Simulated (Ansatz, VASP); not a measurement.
# MoS2 in two plane-wave programs

Wanted: the spread between two codes on one cell, functional and k mesh.

Method: plane waves, with VASP 6.6.1 beside it; single point at PBEsol and relaxation of cell and atoms at r2SCAN with rVV10, in Ansatz 0.2.0.

The database entry behind the starting cell differs from later determinations by our own check (about 0.3 % long), so it need not match the best structure at ambient conditions.

## 1. The structure

The structure is hexagonal, space group P6_3/mmc (No. 194). The conventional cell has a = 3.169 Å, b = 3.169 Å, c = 12.324 Å, α = 90.00°, β = 90.00°, γ = 120.00°. Mo has 6 S at 2.41 Å nearest. Nearest to S lie 3 Mo at 2.41 Å. Farther neighbours and most contacts between anions are not listed.

Coordinates:

```cif
data_structure
_symmetry_space_group_name_H-M 'P 1'
_symmetry_Int_Tables_number 1
_cell_length_a 3.1690
_cell_length_b 3.1690
_cell_length_c 12.3240
_cell_angle_alpha 90.000
_cell_angle_beta 90.000
_cell_angle_gamma 120.000
_cell_volume 107.18
loop_
_atom_site_label
_atom_site_type_symbol
_atom_site_fract_x
_atom_site_fract_y
_atom_site_fract_z
_atom_site_occupancy
Mo1 Mo 0.66667 0.33333 0.75000 1
Mo2 Mo 0.33333 0.66667 0.25000 1
S3 S 0.66667 0.33333 0.37700 1
S4 S 0.33333 0.66667 0.87700 1
S5 S 0.66667 0.33333 0.12300 1
S6 S 0.33333 0.66667 0.62300 1
```

## 2. VASP: single point, PBEsol

A single point gives forces, pressure and levels at one fixed geometry, so differences don't come from the geometry; what else differs is listed under the comparison.

Lines of VASP's logs that name or quote its potential files are left out, and so is its time.

INCAR reads:

```
SYSTEM = MoS2
PREC = Accurate
ENCUT = 400
EDIFF = 1E-05
NELM = 100
ISMEAR = 0
SIGMA = 0.05
LREAL = .FALSE.
ALGO = Normal
GGA = PS
NBANDS = 32
LORBIT = 11
LWAVE = .FALSE.
LCHARG = .FALSE.
KPAR = 4
```

POSCAR reads:

```
MoS2
1.0
    3.1690000000      0.0000000000      0.0000000000
   -1.5845000000      2.7444345046      0.0000000000
    0.0000000000      0.0000000000     12.3240000000
Mo S
2 4
Direct
    0.6666666667      0.3333333333      0.7500000000
    0.3333333333      0.6666666667      0.2500000000
    0.6666666667      0.3333333333      0.3770000000
    0.3333333333      0.6666666667      0.8770000000
    0.6666666667      0.3333333333      0.1230000000
    0.3333333333      0.6666666667      0.6230000000
```

KPOINTS reads:

```
Automatic mesh
0
Gamma
8 8 2
0 0 0
```

PAW data sets: Mo_sv and S (PBE family, release 64).

The run is started by

```console
$ mpirun -np 4 vasp_std
```

Numbers of over 12 decimals in the logs are rounded to 6 here.

Log:

```text
[banner, memory and clock lines left out]
running    4 mpi-ranks, on    1 nodes
 distrk:  each k-point on    1 cores,    4 groups
 distr:  one band on    1 cores,    1 groups

 POSCAR found type information on POSCAR MoS
 POSCAR found :  2 types and       6 ions
|                                                                             |
|               ----> ADVICE to this user running VASP <----                  |
|                                                                             |
|     You enforced a specific xc type in the INCAR file but a different       |
|     [... a line on the potential file left out ...]
|     I HOPE YOU KNOW WHAT YOU ARE DOING!                                     |
|                                                                             |

 LDA part: xc-table for (Slater+PW92), standard interpolation
 POSCAR, INCAR and KPOINTS ok, starting setup
 FFT: planning ... GRIDC
 FFT: planning ... GRID_SOFT
 FFT: planning ... GRID
 WAVECAR not read
 entering main loop
       N       E                     dE             d eps       ncg     rms          rms(c)
DAV:   1     0.374468699068E+03    0.37447E+03   -0.26181E+04  1456   0.126E+03
DAV:   2    -0.306387555637E+02   -0.40511E+03   -0.39418E+03  1616   0.351E+02
DAV:   3    -0.495159137679E+02   -0.18877E+02   -0.18727E+02  1664   0.689E+01
DAV:   4    -0.498449868478E+02   -0.32907E+00   -0.32869E+00  1528   0.944E+00
DAV:   5    -0.498546860896E+02   -0.96992E-02   -0.96950E-02  1720   0.140E+00    0.350E+01
DAV:   6    -0.476580039692E+02    0.21967E+01   -0.19676E+01  1416   0.243E+01    0.126E+01
DAV:   7    -0.472369645252E+02    0.42104E+00   -0.88596E+00  1440   0.154E+01    0.811E+00
DAV:   8    -0.468646283579E+02    0.37234E+00   -0.14435E+00  1560   0.674E+00    0.288E+00
DAV:   9    -0.468733582986E+02   -0.87299E-02   -0.15404E-01  1696   0.187E+00    0.124E+00
DAV:  10    -0.468647398706E+02    0.86184E-02   -0.52825E-02  1544   0.133E+00    0.269E-01
DAV:  11    -0.468647520123E+02   -0.12142E-04   -0.21969E-03  1640   0.262E-01    0.136E-01
DAV:  12    -0.468646975100E+02    0.54502E-04   -0.24284E-04  1608   0.812E-02    0.603E-02
DAV:  13    -0.468646980904E+02   -0.58038E-06   -0.13118E-04  1552   0.582E-02    0.125E-02
DAV:  14    -0.468646980616E+02    0.28816E-07   -0.15451E-05  1096   0.233E-02
   1 F= -.46864698E+02 E0= -.46864698E+02  d E =-.568076E-22
```

OUTCAR, selected parts (step 2):

```text
ion  position               nearest neighbor table
   1  0.667  0.333  0.750-   4 2.41   6 2.41   4 2.41   6 2.41   4 2.41   6 2.41
   2  0.333  0.667  0.250-   3 2.41   5 2.41   3 2.41   5 2.41   3 2.41   5 2.41
   3  0.667  0.333  0.377-   2 2.41   2 2.41   2 2.41
   4  0.333  0.667  0.877-   1 2.41   1 2.41   1 2.41
   5  0.667  0.333  0.123-   2 2.41   2 2.41   2 2.41
   6  0.333  0.667  0.623-   1 2.41   1 2.41   1 2.41

  LATTYP: Found a hexagonal cell.
 ALAT       =     3.1690000000
 C/A-ratio  =     3.8889239508

 Subroutine GETGRP returns: Found 24 space group operations
 (whereof 12 operations were pure point group operations)

The static configuration has the point symmetry D_3d.
 The point group associated with its full space group is D_6h.

 Found     20 irreducible k-points:

   k-points           NKPTS =     20   k-points in BZ     NKDIM =     20   number of bands    NBANDS=     32

   dimension x,y,z NGX =    24 NGY =   24 NGZ =   80
   dimension x,y,z NGXF=    48 NGYF=   48 NGZF=  160

   ENCUT  =  400.0 eV  29.40 Ry    5.42 a.u.   5.17  5.17 20.10*2*pi/ulx,y,z

   NELECT =      52.0000    total number of electrons

 k-points in reciprocal lattice and weights: Automatic mesh
   0.00000000  0.00000000  0.00000000       0.008
   0.12500000  0.00000000  0.00000000       0.047
   0.25000000  0.00000000  0.00000000       0.047
   0.37500000 -0.00000000  0.00000000       0.047
   0.50000000  0.00000000  0.00000000       0.023
   0.12500000  0.12500000  0.00000000       0.047
   0.25000000  0.12500000  0.00000000       0.094
   0.37500000  0.12500000  0.00000000       0.094
   0.25000000  0.25000000  0.00000000       0.047
[...]
0.25000000  0.25000000  0.50000000       0.047
   0.37500000  0.25000000  0.50000000       0.047

 average (electrostatic) potential at core
       1 -74.5652       2 -74.5652       3 -84.5273       4 -84.5273       5 -84.5273
       6 -84.5273

 E-fermi :   7.7407

 k-point     1 :       0.0000    0.0000    0.0000
  band No.  band energies     occupation
    ...
     22       5.2853      2.00000
     23       5.2853      2.00000
     24       6.2334      2.00000
     25       6.2399      2.00000
     26       7.4136      2.00000
     27       9.5141      0.00000
     28       9.5141      0.00000
     29       9.5423      0.00000
     30       9.5423      0.00000
     31       9.6927      0.00000
    ...

 k-point     2 :       0.1250    0.0000    0.0000
  band No.  band energies     occupation
    ...
     22       4.9421      2.00000
     23       5.3885      2.00000
     24       6.2421      2.00000
     25       6.3824      2.00000
     26       6.9556      2.00000
     27       9.1899      0.00000
     28       9.2905      0.00000
     29       9.4258      0.00000
     30       9.4426      0.00000
     31       9.5269      0.00000
    ...

 k-point     3 :       0.2500    0.0000    0.0000
  band No.  band energies     occupation
    ...
     22       5.0159      2.00000
     23       5.0988      2.00000
     24       5.8133      2.00000
     25       5.9023      2.00000
     26       6.0315      2.00000
     27       8.5969      0.00000
     28       9.0098      0.00000
     29       9.2255      0.00000
     30       9.4589      0.00000
     31       9.4621      0.00000
    ...

  Total       -2.3680272     -2.3680272     -1.7701234      0.0000000      0.0000000      0.0000000
  in kB      -35.3973267    -35.3973268    -26.4598464      0.0000000      0.0000000      0.0000000
  external PRESSURE =     -32.4181666 kB  Pullay stress =       0.0000000 kB

  energy-cutoff  :      400.00
  volume of cell :      107.18
      direct lattice vectors                 reciprocal lattice vectors
     3.169000000  0.000000000  0.000000000     0.315556958  0.182186895  0.000000000
    -1.584500000  2.744434505  0.000000000     0.000000000  0.364373789  0.000000000
     0.000000000  0.000000000 12.324000000     0.000000000  0.000000000  0.081142486

 POSITION                                       TOTAL-FORCE (eV/Angst)
 -----------------------------------------------------------------------------------
      1.58450      0.91481      9.24300         0.000000      0.000000      0.000000
     -0.00000      1.82962      3.08100        -0.000000      0.000000      0.000000
      1.58450      0.91481      4.64615        -0.000000      0.000000     -0.309798
     -0.00000      1.82962     10.80815        -0.000000     -0.000000     -0.309798
      1.58450      0.91481      1.51585         0.000000      0.000000      0.309798
     -0.00000      1.82962      7.67785        -0.000000      0.000000      0.309798
 -----------------------------------------------------------------------------------
    total drift:                               -0.000000      0.000000     -0.000000

  FREE ENERGIE OF THE ION-ELECTRON SYSTEM (eV)
  ---------------------------------------------------
  free  energy   TOTEN  =       -46.8646980616 eV

  energy  without entropy=      -46.8646980616  energy(sigma->0) =      -46.86469806

 total charge
# of ion       s       p       d       tot
------------------------------------------
    1        2.293   6.221   3.955  12.470
    2        2.293   6.221   3.955  12.470
    3        1.358   2.314   0.000   3.672
    4        1.358   2.314   0.000   3.672
    5        1.358   2.314   0.000   3.672
    6        1.358   2.314   0.000   3.672
--------------------------------------------------
tot         10.021  21.697   7.911  39.629

[... 3 further parts left out ...]
```

This run has no spin polarisation, so a moment on Mo, if there is one, isn't seen.

## 3. Ansatz: single point, PBEsol

Ansatz runs on its default PAW (the set named soft_2) files.

The same cell, functional, mesh and smearing now go to Ansatz, which takes its cutoff from its data sets.

input.yaml reads:

```yaml
crystal:
  lattice:
    - [3.169, 0.0, 0.0]
    - [-1.5845, 2.7444345046, 0.0]
    - [0.0, 0.0, 12.324]
  atoms:
    - { symbol: Mo, position: [0.6666666667, 0.3333333333, 0.75] }
    - { symbol: Mo, position: [0.3333333333, 0.6666666667, 0.25] }
    - { symbol: S, position: [0.6666666667, 0.3333333333, 0.377] }
    - { symbol: S, position: [0.3333333333, 0.6666666667, 0.877] }
    - { symbol: S, position: [0.6666666667, 0.3333333333, 0.123] }
    - { symbol: S, position: [0.3333333333, 0.6666666667, 0.623] }
hamiltonian:
  xc: pbesol
  pseudopotentials: { kind: paw }
kpoints:
  mp_grid: { grid: [8, 8, 2] }
scf:
  occupations: { method: gaussian, width: 0.05 }
  n_extra_bands: 5
output:
  forces: true
  stress: true
  eigenvalues: true
```

The run is started by

```console
$ ansatz run input.yaml --threads 4 --pin off --max-ram 9216MiB --backend cpu --events-out ev --progress --plain --runs-dir out
```

Log:

```text
scf.n_extra_bands = 5 over 26 filled bands (N_el = 52.0): the run solves 31 bands
Engine: ansatz 0.2.0, aarch64-unknown-linux-gnu
Pseudopotentials: kind: paw
Pseudopotential: Mo, paw, valence charge 14, recommended cutoff 420 eV (normal), Mo.paw.azcp
Pseudopotential: S, paw, valence charge 6, recommended cutoff 420 eV (normal), S.paw.azcp
Functional definition: PBEsol
  exchange = pbesol_x
  correlation = pbesol_c
Crystal: 6 atoms, lattice volume = 107.183 Å³
Basis set: ecut = 420 eV, 2081 PW (Γ), exchange–correlation on 48×48×180 points (8 copies of the dense FFT grid, shifted against one another)
Bands: 31, of which v1, the nominal top of the filled ones, is band 26 counted from 1 (25 counted from 0)
Symmetry: 24 space group operations
Space group: P63/mmc (ITA 194), of the structure as read, at distance tolerance 4.8e-5 Å
k-points: 20 of 128
Non-local potential: Mo, projectors of the file, l = 0: 3, l = 1: 2, l = 2: 2, l = 3: 1
Non-local potential: S, projectors of the file, l = 0: 2, l = 1: 2, l = 2: 2
PAW form: soft (Blöchl's): semilocal exchange-correlation on the pseudo side does not see the compensation charge
PAW frozen core: Mo, regenerated for the run's functional, and the local potential with it (the file was generated under x = pbe(κ = 0.804, μ = 0.219515), c = pbe(β = 0.066725))
PAW frozen core: S, regenerated for the run's functional, and the local potential with it (the file was generated under x = pbe(κ = 0.804, μ = 0.219515), c = pbe(β = 0.066725))
PAW one-centre angular grid: Mo, 590 points (default); XC on 64 Gauss nodes
PAW one-centre angular grid: S, 110 points (default); XC on 64 Gauss nodes
Initial density: superposition of atomic densities (neutral atoms: chi_scale 0, normalization atom), corrected by the library's trained network
Initial wavefunctions: pseudopotential atomic-orbital guess
Functional: x = pbesol(κ = 0.804, μ = 0.123457), c = pbesol(β = 0.046)
SCF iter   1: F=—  HF=-13340.309472 eV  |F-HF|=—  |Δ(HF+E_count)|=         —  Δρ=6.62e-3  dr2=3.23e-2  ethr=1.77e-3  ⟨swp⟩=6.5  Hψ=2648  notcnv=0
preconditioner: auto → Resta (q_TF=auto, 2.418 Å⁻¹)  ε∞=9.0  [insulator: Δε(μ)=0.931 eV  Ē_g=7.589 eV  σ=0.050 eV  W_gap=1.00  n_scr=26 (ndim 8)  ℏωp=21.5 eV  f_vac=0.016  D(μ)=0.00/eV (n_scr^D=0)  ε∞_Penn≈9.0]
SCF iter   2: F=—  HF=-13340.311636 eV  |F-HF|=—  |Δ(HF+E_count)|=   2.16e-3  Δρ=3.58e-3  dr2=6.72e-3  ethr=6.20e-5  ⟨swp⟩=2.4  Hψ=1157  notcnv=0  defer=1
SCF iter   3: F=—  HF=-13340.313130 eV  |F-HF|=—  |Δ(HF+E_count)|=   1.49e-3  Δρ=1.64e-3  dr2=1.69e-3  ethr=1.29e-5  ⟨swp⟩=2.3  Hψ=882  notcnv=0  defer=1
SCF iter   4: F=—  HF=-13340.313536 eV  |F-HF|=—  |Δ(HF+E_count)|=   4.06e-4  Δρ=1.85e-4  dr2=9.03e-5  ethr=3.25e-6  ⟨swp⟩=2.0  Hψ=926  notcnv=0  defer=1
SCF iter   5: F=—  HF=-13340.313588 eV  |F-HF|=—  |Δ(HF+E_count)|=   5.19e-5  Δρ=4.80e-5  dr2=4.77e-6  ethr=1.74e-7  ⟨swp⟩=2.0  Hψ=836  notcnv=0  defer=1
SCF iter   6: F=—  HF=-13340.313591 eV  |F-HF|=—  |Δ(HF+E_count)|=   2.86e-6  Δρ=1.17e-5  dr2=3.55e-7  ethr=9.17e-9  ⟨swp⟩=2.0  Hψ=868  notcnv=0  defer=1
SCF iter   7: F=-13340.313591 eV  HF=-13340.313591 eV  |F-HF|=1.23e-8  |Δ(HF+E_count)|=   2.62e-7  Δρ=3.21e-6  dr2=1.23e-8  ethr=1.92e-10  ⟨swp⟩=8.4  Hψ=2569  notcnv=0
SCF 1 converged in 7 iterations: F = -13340.313591 eV  dr2 = 1.23e-8
  greatest PAW one-centre occupation: 0.999 electrons in one spin orbital (limit 2), on the Mo atom at site 1 (counted from 0), in its partial waves of l = 0
SCF converged after 7 iterations
Free energy (F): -13340.313591 eV
Harris-Foulkes:  -13340.313591 eV  (|F-HF|=1.23e-8)
Internal energy: -13340.313591 eV  (E = F + TS)
E sigma→0 (E₀):  -13340.313591 eV
Fermi energy:    11.280446 eV
--- Per-component energies (eV) ---
  E_band       = -316.094468
  E_kinetic    = 1309.845058
  E_local      = -3925.038627  (includes V_loc(G=0)·N_el)
  E_nonlocal   = 402.654315
  E_hartree    = 1506.787200
  E_xc         = -750.419077
  E_vxc        = -807.938959  (∫ρ·V_xc dr)
  E_paw        = -8623.592484  (= ΣΔE_a)
  E_vpaw       = -309.191944  (= ΣTr[D̂ρ^β])
  E_aug_tail   = 0.000074  (compensation charges beyond the density's cutoff)
  E_ewald      = -3261.216446
  E_core_change = 0.666396  (= ΣΔE_core)
  E_smearing   = -0.000000  (= −TS)
  E_closure    = -0.000000  (closes the sum)
  Σ components = -13340.313591   (vs F -13340.313591, Δ=0.00e0)
--- Forces (eV/Å), atoms counted from 1 ---
  atom   1  Mo     0.00000000     0.00000000     0.00000000
  atom   2  Mo    -0.00000000    -0.00000000     0.00000000
  atom   3  S      0.00000000    -0.00000000    -0.31259294
  atom   4  S     -0.00000000     0.00000000    -0.31259294
  atom   5  S     -0.00000000    -0.00000000     0.31259294
  atom   6  S     -0.00000000     0.00000000     0.31259294
  max |Σ_I F_I| component: 1.73e-17 eV/Å
--- Stress (GPa, compression-positive) ---
       -3.268929       0.000000      -0.000000
        0.000000      -3.268929       0.000000
       -0.000000       0.000000      -2.349747
  P = ⅓ Tr σ = -2.9625 GPa (-29.625 kbar)
--- Band table (eV; the first three rows and the last of 20) ---
  k-point 0: bands = [... 22 lower, 8.6790, 9.6287, 9.6423, 10.8152, 12.9068, 12.9068, 12.9344, 12.9344, ... 1 higher]
  k-point 1: bands = [... 22 lower, 8.6557, 8.6557, 10.5463, 10.5463, 12.9123, 12.9123, 12.9123, 12.9123, ... 1 higher]
  k-point 2: bands = [... 22 lower, 8.7847, 9.6378, 9.7872, 10.3571, 12.5834, 12.6800, 12.8199, 12.8289, ... 1 higher]
  k-point 19: bands = [... 22 lower, 8.0737, 8.0737, 9.9746, 9.9746, 12.0277, 12.0277, 13.1451, 13.1451, ... 1 higher]
```

Run time: 1.3 s. Hardware: 4 threads of Arm Neoverse V1, shared host; peak memory 0.43 GiB; 4.4 s of CPU time.

The run ends at a pressure of -2.96 GPa, with forces up to 0.31 eV/Å.

## 4. Comparison

Known differences besides the potentials themselves: the cutoff is 420 eV in Ansatz and 400 eV in VASP; Ansatz makes its cores anew for this functional, VASP keeps those of its PBE data sets; VASP leaves aspherical gradient terms in its spheres out (LASPH is not set), Ansatz keeps them. Total energies have different zeros and are not compared.

The two programs side by side:

```csv
quantity,Ansatz,VASP,difference
pressure (GPa),-2.96,-3.24,+0.28
gap on the k mesh (eV),0.937,0.948,-0.011
```

Forces (eV/Å; atoms numbered as in POSCAR):

```csv
atom,"Ansatz x, y, z","VASP x, y, z"
Mo1,"0.000, 0.000, 0.000","0.000, 0.000, 0.000"
Mo2,"0.000, 0.000, 0.000","0.000, 0.000, 0.000"
S3,"0.000, 0.000, -0.313","0.000, 0.000, -0.310"
S4,"0.000, 0.000, -0.313","0.000, 0.000, -0.310"
S5,"0.000, 0.000, 0.313","0.000, 0.000, 0.310"
S6,"0.000, 0.000, 0.313","0.000, 0.000, 0.310"
```

The forces differ by 1.3 meV/Å r.m.s., which is 0.9 % of the r.m.s. force of 0.15 eV/Å (both taken over all components). A gap on the mesh is an upper bound, since the band edges may lie between its points.

## 5. Other set-ups

Further runs change the set-up of one program: Ansatz's method, potentials or start, or VASP's data sets, cutoff or form of LDA. The table gives Ansatz less VASP for each quantity, since a change that brings one quantity closer may part another.

```csv
run,r.m.s. force difference (meV/Å),pressure (GPa),gap on the k mesh (eV)
as above,1.3,0.28,-0.011
Ansatz's all-electron LAPW method,1.2,0.29,-0.0071
```

(Part 1 of 2 ends here.)

[Lines on the potential files, build, host, timing and source positions are cut from VASP's logs without a mark.]

[Logs are printed without paths, hosts, clocks, repeated set-up lines and the standing remarks that a program may print on its own settings, such as how far it seeks lower states.]

[Hosts, paths, dates, database ids (printed as entryN), source tags and the programs' standing remarks are cut or masked in the printed files.]
